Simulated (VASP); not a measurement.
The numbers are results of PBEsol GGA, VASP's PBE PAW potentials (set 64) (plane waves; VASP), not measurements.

The input files of a VASP run:

POSCAR:
```
Tb
1
   -3.1323610000     3.1323610000     1.7090540000
    3.1323610000    -3.1323610000     1.7090540000
    3.1323610000     3.1323610000    -1.7090540000
Tb
2
Direct
  0.7500000000   0.2500000000   0.5000000000
  0.0000000000   0.0000000000   0.0000000000
```

INCAR:
```
ALGO = Normal
EDIFF = 1E-6
EDIFFG = -0.01
ENCUT = 400
GGA = PS
IBRION = 2
ISIF = 3
ISMEAR = 1
LASPH = T
LCHARG = F
LMAXMIX = 6
LREAL = F
LWAVE = F
NELM = 100
NSW = 60
PREC = Accurate
SIGMA = 0.1
SYSTEM = Tb
```

**KPOINTS**
```
Regular mesh
0
Gamma
11 11 11
```

POTCAR, in this order: Tb_3 (PBE.64 set). Program: vasp_std.

The run wrote:

OSZICAR:
```
       N       E                     dE             d eps       ncg     rms          rms(c)
DAV:   1     0.361178932202E+02    0.36118E+02   -0.75761E+03  3276   0.994E+02
DAV:   2    -0.724457140921E+01   -0.43362E+02   -0.42416E+02  3636   0.225E+02
DAV:   3    -0.903623582371E+01   -0.17917E+01   -0.16949E+01  4501   0.281E+01
DAV:   4    -0.907300413796E+01   -0.36768E-01   -0.36580E-01  4058   0.428E+00
DAV:   5    -0.907411485073E+01   -0.11107E-02   -0.11100E-02  5078   0.555E-01    0.212E+01
DAV:   6    -0.904536324625E+01    0.28752E-01   -0.56772E-02  4046   0.157E+00    0.123E+01
DAV:   7    -0.904887173142E+01   -0.35085E-02   -0.74974E-02  4302   0.182E+00    0.348E-01
DAV:   8    -0.904785207710E+01    0.10197E-02   -0.57715E-03  4016   0.517E-01    0.596E-02
DAV:   9    -0.904785948832E+01   -0.74112E-05   -0.17881E-04  4376   0.108E-01    0.375E-02
DAV:  10    -0.904785838704E+01    0.11013E-05   -0.57915E-06  4340   0.193E-02    0.128E-02
DAV:  11    -0.904785899104E+01   -0.60400E-06   -0.13840E-06  2933   0.101E-02
   1 F= -.90478590E+01 E0= -.90473769E+01  d E =-.904786E+01
       N       E                     dE             d eps       ncg     rms          rms(c)
DAV:   1    -0.979172274762E+01   -0.74386E+00   -0.13448E+01  3276   0.284E+01    0.451E+00
DAV:   2    -0.929898375816E+01    0.49274E+00   -0.94076E-01  3436   0.828E+00    0.205E+00
DAV:   3    -0.911746477602E+01    0.18152E+00   -0.53647E-01  3679   0.564E+00    0.582E-01
DAV:   4    -0.911727133102E+01    0.19345E-03   -0.19088E-02  4306   0.123E+00    0.375E-01
DAV:   5    -0.911696357019E+01    0.30776E-03   -0.22509E-03  3821   0.313E-01    0.906E-02
DAV:   6    -0.911700742303E+01   -0.43853E-04   -0.97952E-05  4595   0.690E-02    0.365E-02
DAV:   7    -0.911700746157E+01   -0.38545E-07   -0.91800E-06  3861   0.213E-02
   2 F= -.91170075E+01 E0= -.91168147E+01  d E =-.691485E-01
       N       E                     dE             d eps       ncg     rms          rms(c)
DAV:   1    -0.911784520848E+01   -0.83779E-03   -0.15588E-02  3341   0.976E-01    0.158E-01
DAV:   2    -0.911727316495E+01    0.57204E-03   -0.10905E-03  3621   0.280E-01    0.697E-02
DAV:   3    -0.911706317514E+01    0.20999E-03   -0.59509E-04  3794   0.186E-01    0.201E-02
DAV:   4    -0.911706388638E+01   -0.71125E-06   -0.22659E-05  4351   0.424E-02    0.128E-02
DAV:   5    -0.911706512672E+01   -0.12403E-05   -0.24938E-06  3575   0.105E-02    0.329E-03
DAV:   6    -0.911706532996E+01   -0.20324E-06   -0.12404E-07  2108   0.285E-03
   3 F= -.91170653E+01 E0= -.91168803E+01  d E =-.692063E-01
       N       E                     dE             d eps       ncg     rms          rms(c)
DAV:   1    -0.912293269074E+01   -0.58676E-02   -0.17352E-01  3276   0.304E+00    0.353E-01
DAV:   2    -0.911925927751E+01    0.36734E-02   -0.52842E-03  4201   0.546E-01    0.169E-01
DAV:   3    -0.911833044512E+01    0.92883E-03   -0.15929E-03  4021   0.267E-01    0.153E-01
DAV:   4    -0.911832745756E+01    0.29876E-05   -0.17275E-04  4338   0.998E-02    0.415E-02
DAV:   5    -0.911832716567E+01    0.29190E-06   -0.72870E-06  4205   0.201E-02
   4 F= -.91183272E+01 E0= -.91181893E+01  d E =-.126184E-02
       N       E                     dE             d eps       ncg     rms          rms(c)
DAV:   1    -0.912083870607E+01   -0.25112E-02   -0.84254E-02  3276   0.212E+00    0.247E-01
DAV:   2    -0.911906097556E+01    0.17777E-02   -0.25567E-03  4226   0.381E-01    0.117E-01
DAV:   3    -0.911861272746E+01    0.44825E-03   -0.76492E-04  4023   0.185E-01    0.108E-01
DAV:   4    -0.911861118098E+01    0.15465E-05   -0.84248E-05  4303   0.700E-02    0.286E-02
DAV:   5    -0.911861105027E+01    0.13071E-06   -0.37142E-06  3847   0.143E-02
   5 F= -.91186111E+01 E0= -.91184875E+01  d E =-.154572E-02
       N       E                     dE             d eps       ncg     rms          rms(c)
DAV:   1    -0.911862329827E+01   -0.12117E-04   -0.41519E-04  3341   0.149E-01    0.166E-02
DAV:   2    -0.911861481566E+01    0.84826E-05   -0.12353E-05  4252   0.265E-02    0.851E-03
DAV:   3    -0.911861262988E+01    0.21858E-05   -0.36505E-06  3524   0.128E-02    0.776E-03
DAV:   4    -0.911861262535E+01    0.45281E-08   -0.39168E-07  1918   0.523E-03
   6 F= -.91186126E+01 E0= -.91184893E+01  d E =-.154730E-02
```

OUTCAR:
```
------------------------ aborting loop because EDIFF is reached ----------------------------------------
  FORCE on cell =-STRESS in cart. coord.  units (eV):
  Direction    XX          YY          ZZ          XY          YZ          ZX
  --------------------------------------------------------------------------------------
  Total        0.0093066      0.0093066      0.0162939      0.0000000      0.0000000      0.0000000
  in kB        0.2469463      0.2469463      0.4323518      0.0000000      0.0000000      0.0000000
  external PRESSURE =       0.3087481 kB  Pullay stress =       0.0000000 kB
  volume of cell :       60.38
      direct lattice vectors                 reciprocal lattice vectors
    -3.013283758  3.013283758  1.662491246     0.000000000  0.165931933  0.300753463
     3.013283758 -3.013283758  1.662491246     0.165931933  0.000000000  0.300753463
     3.013283758  3.013283758 -1.662491246     0.165931933  0.165931933  0.000000000
 POSITION                                       TOTAL-FORCE (eV/Angst)
 -----------------------------------------------------------------------------------
      0.00000      3.01328      0.83125         0.000000      0.000000      0.000000
      6.02657      0.00000      0.00000        -0.000000     -0.000000     -0.000000
 -----------------------------------------------------------------------------------
    total drift:                                0.000000     -0.000000      0.000000
  FREE ENERGIE OF THE ION-ELECTRON SYSTEM (eV)
  ---------------------------------------------------
  free  energy   TOTEN  =        -9.1186126254 eV

  energy  without entropy=       -9.1182426776  energy(sigma->0) =       -9.11848931

 reached required accuracy - stopping structural energy minimisation
```
(Selected blocks of OUTCAR.)

**CONTCAR**
```
Tb
   1.00000000000000
    -3.0132837575578355    3.0132837575578355    1.6624912462761690
     3.0132837575578355   -3.0132837575578355    1.6624912462761690
     3.0132837575578355    3.0132837575578355   -1.6624912462761690
  Tb
     2
Direct
     0.7500000000000000    0.2500000000000000    0.5000000000000000
     0.0000000000000000    1.0000000000000000    1.0000000000000000
```

The 4f electrons are frozen in the core of the lanthanide potential, so 4f levels, which can set the real gap, and their magnetism are missing. Energy and stress use the plane-wave basis of the starting cell.

The structure was generated: Tb was put into the beta-Sn type (I4_1/amd), which need not be its known phase. This run relaxes it. Symmetry was kept, so distortions that lower it aren't found.
